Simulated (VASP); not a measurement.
Input:

```yaml
crystal:
  lattice:
    - [1.50734, -2.61078, 0.00000]
    - [1.50734, 2.61078, 0.00000]
    - [0.00000, 0.00000, 4.77909]
  atoms:
    - { symbol: Al, position: [0.66667, 0.33333, 0.49850] }
    - { symbol: Al, position: [0.33333, 0.66667, 0.99850] }
    - { symbol: N, position: [0.66667, 0.33333, 0.88350] }
    - { symbol: N, position: [0.33333, 0.66667, 0.38350] }
```

Computed with PBE GGA, VASP's PBE PAW potentials (set 64) (plane waves; VASP 6.6.1). Numerical set-up: 620 eV cut-off, 8×8×5 Γ-centred mesh, Gaussian smearing of 0.050 eV, potentials Al N.

Question: Predict the energy per atom (σ→0), pressure.

Answer: 
| Property | Value |
|---|---|
| energy per atom (σ→0) | -7.341 eV/atom |
| pressure | 29.99 GPa |

The absolute energy has meaning only against runs of the same code, potentials and settings.

The compound is AlN in the wurtzite structure. It was relaxed first under an external pressure of 30 GPa.
